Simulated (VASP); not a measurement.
# Ge48PH19 in VASP: notebook

One slab, Ge48PH19, is run at these levels: rev-vdW-DF2, LDA, PBEsol; tasks: single point.

Everything below comes from runs of VASP 6.6.1. Logs are shortened: lines on timing, memory, paths and dates and some standing lists are left out, and cuts for length are marked.

**1. Starting point**

The cell holds a slab with vacuum, 68 atoms: a = 11.316 Å, b = 11.316 Å, c = 23.742 Å, α = 90.00°, β = 90.00°, γ = 90.00°.

The cell was built by a generator and needn't be a form met in nature.

**2. Single point, rev-vdW-DF2**

INCAR reads:

```
PREC = Accurate
ENCUT = 400
EDIFF = 1E-6
ISMEAR = 0
SIGMA = 0.05
LREAL = Auto
LASPH = T
NELM = 60
ALGO = Normal
ISIF = 2
LWAVE = F
LCHARG = F
GGA = MK
LUSE_VDW = T
AGGAC = 0.0
PARAM1 = 0.1234
PARAM2 = 0.711357
ZAB_VDW = -1.8867
NBANDS = 388
ISYM = 0
NCORE = 4
```

KPOINTS reads:

```
Automatic mesh
0
Gamma
  1 1 1
```

POSCAR reads:

```
Ge48PH19                                
1.0
    8.0016203359      8.0016203359      0.0000000000
   -8.0016203359      8.0016203359      0.0000000000
    0.0000000000      0.0000000000     23.7419000000
  Ge              H               P             
    48    19     1
Selective dynamics
Direct
     0.6852101726000422    0.3142891664750986    0.4205645719494973   T   T   T
     0.8123869635728218    0.6808061986313091    0.4205725012720704   T   T   T
     0.0495971329780872    0.9502881267652349    0.4363265467135337   T   T   T
     0.3189716461081674    0.1873958767493798    0.4206589597328402   T   T   T
     0.9682828002506705    0.5335272526888514    0.4556024759578887   T   T   T
     0.2069228964181127    0.7928674235541608    0.4347668567877366   T   T   T
[... 32 lines left out ...]
     0.5028357437094949    0.9972102846791201    0.2039282521121492   T   T   T
     0.4957775953710434    0.5041957328878849    0.2040728864920527   T   T   T
     0.8750000000000000    0.3750000000000000    0.1448662490999979   F   F   F
     0.8750000000000000    0.8750000000000000    0.1448662490999979   F   F   F
     0.1250000000000000    0.1250000000000000    0.1448662490999979   F   F   F
     0.3750000000000000    0.3750000000000000    0.1448662490999979   F   F   F
     0.1250000000000000    0.6250000000000000    0.1448662490999979   F   F   F
     0.3750000000000000    0.8750000000000000    0.1448662490999979   F   F   F
[... 16 lines left out ...]
     0.7010221023000014    0.5489778976999986    0.1052990704000010   F   F   F
     0.5489778976999986    0.7010221023000014    0.1052990704000010   F   F   F
     0.2772566215500911    0.8661575427246858    0.5434022567787197   T   T   T
     0.1366478832953955    0.7487012010812875    0.5472882567107326   T   T   T
     0.0136873983906750    0.9862007116022405    0.4972192032677777   T   T   T
     0.2566548355087342    0.7453655626009166    0.5282943871322306   T   T   T
```

Potentials or basis: VASP PAW PBE potentials, release 64 (Ge_d, H, P).

Launch:

```bash
cat potpaw_PBE.64/Ge_d/POTCAR potpaw_PBE.64/H/POTCAR potpaw_PBE.64/P/POTCAR > POTCAR
mpirun -np 8 vasp_gam > vasp.out
```

OUTCAR:

```text
PREC = Accurate
   ENCUT = 400
   EDIFF = 1E-6
   ISMEAR = 0
   LREAL = Auto
   LASPH = T
   NELM = 60
   ISIF = 2
   GGA = MK
   ISYM = 0

 ion  position               nearest neighbor table
   1  0.685  0.314  0.421-  15 2.46   9 2.46   8 2.58
   2  0.812  0.681  0.421-  16 2.45  10 2.45   5 2.57
   3  0.050  0.950  0.436-  67 1.56  10 2.46  11 2.46   6 2.52
   4  0.319  0.187  0.421-  12 2.45  11 2.45   7 2.57
   5  0.968  0.534  0.456-  13 2.54   9 2.54   2 2.57
   6  0.207  0.793  0.435-  68 2.35  13 2.46  14 2.46   3 2.52
   7  0.466  0.031  0.456-  14 2.54  15 2.54   4 2.57
   8  0.534  0.466  0.457-  12 2.53  16 2.53   1 2.58
   9  0.876  0.389  0.386-   1 2.46  17 2.48  24 2.50   5 2.54
  10  0.880  0.871  0.383-   2 2.45   3 2.46  23 2.48  18 2.50
  11  0.129  0.120  0.384-   4 2.45   3 2.46  17 2.48  19 2.50
  12  0.388  0.380  0.387-   4 2.45  21 2.49  20 2.52   8 2.53
  13  0.111  0.626  0.386-  18 2.46   6 2.46  21 2.48   5 2.54
  14  0.374  0.889  0.386-  19 2.46   6 2.46  22 2.48   7 2.54
[... 32 lines left out ...]
  47  0.625  0.125  0.145-  61 1.54  62 1.54  33 2.44  39 2.44
  48  0.625  0.625  0.145-  63 1.54  64 1.54  34 2.44  40 2.45
  49  0.951  0.299  0.105-  41 1.54
  50  0.799  0.451  0.105-  41 1.54
  51  0.951  0.799  0.105-  42 1.54
  52  0.799  0.951  0.105-  42 1.54
  53  0.201  0.049  0.105-  43 1.54
  54  0.049  0.201  0.105-  43 1.54
[... 11 lines left out ...]
  66  0.137  0.749  0.547-  68 1.43
  67  0.014  0.986  0.497-   3 1.56
  68  0.257  0.745  0.528-  66 1.43  65 1.43   6 2.35

IMPORTANT INFORMATION: All symmetrisations will be switched off!
NOSYMM: (Re-)initialisation of all symmetry stuff for point group C_1.

----------------------------------------------------------------------------------------

                                     Primitive cell

  volume of cell :    3040.1944

  direct lattice vectors                    reciprocal lattice vectors
     8.001620336  8.001620336  0.000000000     0.062487344  0.062487344  0.000000000
    -8.001620336  8.001620336  0.000000000    -0.062487344  0.062487344  0.000000000
     0.000000000  0.000000000 23.741900000     0.000000000  0.000000000  0.042119628

  length of vectors
    11.316000000 11.316000000 23.741900000     0.088370449  0.088370449  0.042119628

  position of ions in fractional coordinates (direct lattice)
     0.685210173  0.314289166  0.420564572
     0.812386964  0.680806199  0.420572501
     0.049597133  0.950288127  0.436326547
     0.318971646  0.187395877  0.420658960
     0.968282800  0.533527253  0.455602476
     0.206922896  0.792867424  0.434766857
[... 60 lines left out ...]
     0.013687398  0.986200712  0.497219203
     0.256654836  0.745365563  0.528294387

  ion indices of the primitive-cell ions
   primitive index   ion index
                 1           1
                 2           2
                 3           3
                 4           4
                 5           5
                 6           6
[... 60 lines left out ...]
                67          67
                68          68

----------------------------------------------------------------------------------------

 KPOINTS: Automatic mesh

Automatic generation of k-mesh.
 Grid dimensions read from file:
 generate k-points for:    1    1    1

 Generating k-lattice:

  Cartesian coordinates                     Fractional coordinates (reciprocal lattice)
     0.062487344  0.062487344  0.000000000     1.000000000  0.000000000  0.000000000
    -0.062487344  0.062487344  0.000000000     0.000000000  1.000000000  0.000000000
     0.000000000  0.000000000  0.042119628     0.000000000  0.000000000  1.000000000

  Length of vectors
     0.088370449  0.088370449  0.042119628

  Shift w.r.t. Gamma in fractional coordinates (k-lattice)
     0.000000000  0.000000000  0.000000000

 Subroutine IBZKPT returns following result:
 ===========================================

 Found      1 irreducible k-points:

 Following reciprocal coordinates:
            Coordinates               Weight
  0.000000  0.000000  0.000000      1.000000
   k-points           NKPTS =      1   k-points in BZ     NKDIM =      1   number of bands    NBANDS=    388
   number of dos      NEDOS =    301   number of ions     NIONS =     68
   total plane-waves  NPLWV = ******
   dimension x,y,z NGX =    80 NGY =   80 NGZ =  160
   dimension x,y,z NGXF=   160 NGYF=  160 NGZF=  320
   ions per type =              48  19   1
   NGX,Y,Z   is equivalent  to a cutoff of  11.75, 11.75, 11.20 a.u.
   NGXF,Y,Z  is equivalent  to a cutoff of  23.51, 23.51, 22.41 a.u.
 SYSTEM =  unknown system
   PREC   = accura    normal or accurate (medium, high low for compatibility)
   ISTART =      0    job   : 0-new  1-cont  2-samecut
   ICHARG =      2    charge: 1-file 2-atom 10-const
   ISPIN  =      1    spin polarized calculation?
   LNONCOLLINEAR =      F non collinear calculations
   LSORBIT =      F    spin-orbit coupling
   LASPH  =      T    aspherical Exc in radial PAW
   ENCUT  =  400.0 eV  29.40 Ry    5.42 a.u.  18.45 18.45 38.72*2*pi/ulx,y,z
   NELM   =     60;   NELMIN=  2; NELMDL= -5     # of ELM steps
   EDIFF  = 0.1E-05   stopping-criterion for ELM
   LREAL  =      T    real-space projection
   EDIFFG = 0.1E-04   stopping-criterion for IOM
   NSW    =      0    number of steps for IOM
   IBRION =     -1    ionic relax: 0-MD 1-quasi-New 2-CG
   NFREE  =      0    steps in history (QN), initial steepest desc. (CG)
   ISIF   =      2    stress and relaxation
   ISYM   =      0    0-nonsym 1-usesym 2-fastsym
   POTIM  = 0.5000    time-step for ionic-motion
   TEBEG  =    0.0;   TEEND  =   0.0 temperature during run
   PSTRESS=    0.0 pullay stress
   NELECT =     696.0000    total number of electrons
   NUPDOWN=      -1.0000    fix difference up-down
   EMIN   =  10.00;   EMAX   =-10.00  energy-range for DOS
   EFERMI =   0.00;   METHOD = LEGACY
   ISMEAR =     0;   SIGMA  =   0.05  broadening in eV -4-tet -1-fermi 0-gaus
   EFERMI_NEDOS =   21; number of points for ismear=-14 and -15
   IALGO  =     38    algorithm
   IMIX   =      4    mixing-type and parameters
     AMIX     =   0.40;   BMIX     =  1.00
     AMIX_MAG =   1.60;   BMIX_MAG =  1.00
  volume/ion in A,a.u.               =      44.71       301.71
  Fermi-wavevector in a.u.,A,eV,Ry     =   1.001484  1.892531 13.646245  1.002971
  Thomas-Fermi vector in A             =   2.133909
   LORBIT       =      0    0 simple, 1 ext, 2 COOP (PROOUT), +10 PAW based schemes
   GGA     = MK    functional components
   LHFCALC =     F    Hartree Fock is set to
   AEXX    =    0.0000 exact exchange contribution
   IVDW_NL    =     1    kernel type
   BPARAM     = 6.3000
   IVDW    =     0    specifies the selected vdW correction
   LEPSILON=     F    determine dielectric tensor
   LRPA    =     F    only Hartree local field effects (RPA)
 non-spin polarized calculation
 Gauss-broadening in eV      SIGMA  =   0.05
  energy-cutoff  :      400.00
  volume of cell :     3040.19
 maximum number of plane-waves:     27645
 NGX is ok and might be reduce to    80
   NGX = 37   NGY = 37   NGZ = 77

 number of electron     695.9999932 magnetization

 Free energy of the ion-electron system (eV)
  ---------------------------------------------------
  ext. energy  EPLUGINS =         0.00000000
  ---------------------------------------------------
  free energy    TOTEN  =      -127.02577491 eV

  energy without entropy =     -127.02577489  energy(sigma->0) =     -127.02577490

 E-fermi :  -1.2262     XC(G=0):  -4.9820

 val. band max:       -1.4217267217   @ k =   0.0000   0.0000   0.0000
 cond. band min:      -1.0305832088   @ k =   0.0000   0.0000   0.0000
 fundamental gap:      0.3911435128
 Fermi energy:        -1.2261518730

 k-point     1 :       0.0000    0.0000    0.0000
  band No.  band energies     occupation
      1     -26.0662      2.00000
      2     -26.0448      2.00000
      3     -26.0414      2.00000
      4     -26.0046      2.00000
      5     -25.9920      2.00000
      6     -25.9887      2.00000
[... 352 lines left out ...]
    359       0.4943      0.00000
    360       0.5489      0.00000
 [bands above 360 left out]

------------------------ aborting loop because EDIFF is reached ----------------------------------------

  FORCE on cell =-STRESS in cart. coord.  units (eV):
  Direction    XX          YY          ZZ          XY          YZ          ZX
  --------------------------------------------------------------------------------------
  -------------------------------------------------------------------------------------
  Total       18.8796891     11.3022544     -1.6587309      0.0247455     -0.0798629      0.7913595
  in kB        9.9495645      5.9562691     -0.8741484      0.0130408     -0.0420876      0.4170451
  external PRESSURE =       5.0105617 kB  Pullay stress =       0.0000000 kB

 VOLUME and BASIS-vectors are now :
 -----------------------------------------------------------------------------
  energy-cutoff  :      400.00
  volume of cell :     3040.19
      direct lattice vectors                 reciprocal lattice vectors
     8.001620336  8.001620336  0.000000000     0.062487344  0.062487344  0.000000000
    -8.001620336  8.001620336  0.000000000    -0.062487344  0.062487344  0.000000000
     0.000000000  0.000000000 23.741900000     0.000000000  0.000000000  0.042119628

 POSITION                                       TOTAL-FORCE (eV/Angst)
 -----------------------------------------------------------------------------------
      2.96797      7.99761      9.98500        -0.019290     -0.001322      0.007565
      1.05286     11.94796      9.98519         0.033364     -0.013313     -0.013924
     -7.20699      8.00070     10.35922         0.006027     -0.001319     -0.030932
      1.05282      4.05176      9.98724         0.032098      0.010227     -0.012764
      3.47875     12.01691     10.81687        -0.041222     -0.005609     -0.006960
     -4.68851      7.99994     10.32219         0.009747     -0.002633     -0.015567
[... 60 lines left out ...]
     -7.78168      8.00073     11.80493        -0.011224     -0.000243      0.047611
     -3.91048      8.01779     12.54271         0.053924      0.006371      0.004690
 -----------------------------------------------------------------------------------
    total drift:                               -0.002747      0.001576      0.002332

  FREE ENERGIE OF THE ION-ELECTRON SYSTEM (eV)
  ---------------------------------------------------
  free  energy   TOTEN  =      -127.0257749073 eV

  energy  without entropy=     -127.0257748945  energy(sigma->0) =     -127.02577490

Total vdW correction in eV:    126.3583500
```

Run time: 6.7 min. Hardware: 8 MPI ranks of AMD EPYC 9R45 (Zen 5), shared host; peak memory 1 GiB.

Results:

```yaml
Free_energy: -127.0258 eV
Largest_force: 0.240 eV/Å
Band_gap_on_the_k_mesh: 0.39 eV, direct
```

Forces in eV/Å, atoms in the order of the input:
```
Ge  -0.019 -0.001  0.008
Ge   0.033 -0.013 -0.014
Ge   0.006 -0.001 -0.031
Ge   0.032  0.010 -0.013
Ge  -0.041 -0.006 -0.007
Ge   0.010 -0.003 -0.016
Ge  -0.039  0.008 -0.009
Ge   0.052 -0.001 -0.012
Ge  -0.032 -0.016  0.047
Ge   0.020 -0.027  0.044
Ge   0.018  0.024  0.045
Ge   0.027 -0.024  0.043
Ge  -0.014 -0.009  0.034
Ge  -0.013  0.008  0.034
Ge  -0.030  0.015  0.049
Ge   0.026  0.022  0.044
Ge   0.011 -0.001  0.009
Ge  -0.011 -0.023  0.014
Ge  -0.012  0.025  0.014
Ge   0.006 -0.006  0.048
Ge  -0.002  0.002  0.014
Ge  -0.003 -0.001  0.013
Ge   0.010  0.001  0.009
Ge   0.005  0.012  0.049
Ge  -0.002  0.000 -0.009
Ge  -0.006  0.014 -0.012
Ge   0.010  0.002 -0.014
Ge  -0.004 -0.011 -0.012
Ge   0.000  0.002 -0.004
Ge   0.001  0.000 -0.007
Ge   0.001 -0.002 -0.004
Ge   0.003  0.001 -0.013
Ge   0.010  0.000 -0.027
Ge   0.004  0.002 -0.025
Ge   0.005  0.000 -0.029
Ge   0.004 -0.002 -0.025
Ge   0.000 -0.002 -0.026
Ge   0.005  0.000 -0.026
Ge  -0.001  0.002 -0.025
Ge   0.004  0.000 -0.019
Ge   0.190  0.028 -0.030
Ge  -0.234  0.004 -0.050
Ge  -0.233 -0.004 -0.045
Ge  -0.232  0.023 -0.042
Ge   0.178 -0.008 -0.035
Ge   0.180  0.008 -0.036
Ge   0.190 -0.028 -0.029
Ge  -0.233 -0.025 -0.040
H   -0.105 -0.032 -0.015
H    0.071  0.014  0.032
H   -0.066  0.008  0.034
H    0.114 -0.006 -0.031
H   -0.065 -0.009  0.033
H    0.114  0.009 -0.031
H   -0.068  0.015  0.030
H    0.129 -0.014 -0.025
H   -0.121  0.012 -0.013
H    0.075 -0.007  0.023
H   -0.121 -0.008 -0.013
H    0.075  0.007  0.023
H   -0.105  0.034 -0.015
H    0.071 -0.015  0.032
H   -0.068 -0.016  0.030
H    0.129  0.013 -0.025
H    0.007  0.037  0.021
H    0.010 -0.046  0.027
H   -0.011  0.000  0.048
P    0.054  0.006  0.005
```

Levels at points of the mesh, in eV from the valence-band top:
| k point | band 346 | band 347 | band 348 | band 349 | band 350 | band 351 |
| --- | --- | --- | --- | --- | --- | --- |
| (0.00, 0.00, 0.00) | -0.26 | -0.23 | 0.00 | 0.39 | 0.81 | 0.99 |

Caveat: the PAW data sets were made with another functional, which shifts forces and pressure a little.

[end of part 1 of 2]
